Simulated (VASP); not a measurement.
Given:

```
CoFe
1.0
    2.79803     0.00000     0.00000
    0.00000     2.79803     0.00000
    0.00000     0.00000     2.79803
Co Fe
1 1
Direct
  0.00000   0.00000   0.00000
  0.50000   0.50000   0.50000
```
Starting moments (μB, in the order of the record's atoms Co Fe): 1.8 2.7.

Level of theory: PBEsol GGA, VASP's PBE PAW potentials (set 64) (plane waves; VASP 6.6.1). Settings: 400 eV cut-off, 15×15×15 Γ-centred mesh, tetrahedra with Blöchl corrections, potentials Co Fe.

### Question
Estimate the cell moment, energy per atom (σ→0), band gap (on the k-mesh) with the smallest direct gap where there is one.

### Answer

```
Property                                                    Result
------------------------  ----------------------------------------
band gap (on the k-mesh)  none (metal, semimetal or under 0.01 eV)
cell moment                                                4.42 μB
energy per atom (σ→0)                               -8.357 eV/atom
```

### Question
Give the moment on each site (PAW-sphere projection).

### Answer

| site | moment (μB) |
|---|---|
| Co1 | 1.73 |
| Fe2 | 2.68 |

Total energies compare only between runs with the same potentials, cut-off and functional.

The structure comes from a measured FeCo entry (Pm-3m) of the Crystallography Open Database, whose conditions weren't checked. It was relaxed first, which changed the volume by -6 %.
